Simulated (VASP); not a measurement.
Consider the following.

```
NaCl
1.0
    0.00000     2.87123     2.87123
    2.87123     0.00000     2.87123
    2.87123     2.87123     0.00000
Na Cl
1 1
Direct
  0.00000   0.00000   0.00000
  0.50000   0.50000   0.50000
```

These are PW91 GGA, VASP's PBE PAW potentials (set 64) (plane waves; VASP 6.6.1) values and carry that method's errors. Numerical set-up: 520 eV cut-off, 8×8×8 Γ-centred mesh, Gaussian smearing of 0.050 eV, potentials Na_pv Cl.

Problem. What does the run give for the energy per atom (σ→0), band gap (on the k-mesh) with the smallest direct gap where there is one?

Solution. 
```
Property                                      Value
-----------------------------------  --------------
band gap (on the k-mesh)                    4.93 eV
smallest direct gap (on the k-mesh)         4.93 eV
energy per atom (σ→0)                -3.416 eV/atom
```

The absolute energy has meaning only against runs of the same code, potentials and settings.

The compound is NaCl in the rock salt structure. This cell is one point of a volume scan, at 1.03 of the reference volume.
